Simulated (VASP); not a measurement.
OSZICAR of a VASP run on HgTe (zinc blende):

File OSZICAR:
```
       N       E                     dE             d eps       ncg     rms          rms(c)
DAV:   1     0.935187140573E+02    0.93519E+02   -0.70635E+03   260   0.967E+02
DAV:   2     0.131304934705E+00   -0.93387E+02   -0.89680E+02   285   0.243E+02
DAV:   3    -0.352516544412E+01   -0.36565E+01   -0.36461E+01   320   0.506E+01
DAV:   4    -0.356017522765E+01   -0.35010E-01   -0.35006E-01   375   0.445E+00
DAV:   5    -0.356027283021E+01   -0.97603E-04   -0.97601E-04   320   0.218E-01    0.756E+00
DAV:   6    -0.332946463567E+01    0.23081E+00   -0.55386E-01   300   0.107E+01    0.598E+00
DAV:   7    -0.332146944541E+01    0.79952E-02   -0.13028E-01   310   0.272E+00    0.228E+00
DAV:   8    -0.332140402238E+01    0.65423E-04   -0.13169E-02   280   0.152E+00    0.601E-01
DAV:   9    -0.332164435263E+01   -0.24033E-03   -0.10813E-03   330   0.419E-01    0.143E-01
DAV:  10    -0.332171427259E+01   -0.69920E-04   -0.13121E-04   265   0.114E-01    0.533E-02
DAV:  11    -0.332174995776E+01   -0.35685E-04   -0.76832E-05   310   0.706E-02    0.437E-02
DAV:  12    -0.332174703384E+01    0.29239E-05   -0.72602E-06   320   0.261E-02    0.254E-02
DAV:  13    -0.332174682380E+01    0.21004E-06   -0.92323E-07   225   0.580E-03
   1 F= -.33217468E+01 E0= -.33211768E+01  d E =-.114001E-02
```

Question: Which electronic solver shows in the log?

Answer: It is blocked Davidson (ALGO = Normal, or the opening steps of other solvers). The INCAR had ALGO = Normal.

Question: Can the final energy be trusted as converged?

Answer: Self-consistency was reached. It stopped with EDIFF = 1E-6, NELM = 100 (PBE GGA, plane waves, VASP's PBE PAW potentials (set 64)).

The compound is HgTe in the zinc blende structure. The cell was not relaxed at this level, atoms are displaced from their ideal sites. The run is one of a series of settings (KGAMMA = .FALSE., KSPACING = 0.6, KPOINTS file removed against the base run), some of them coarse on purpose.
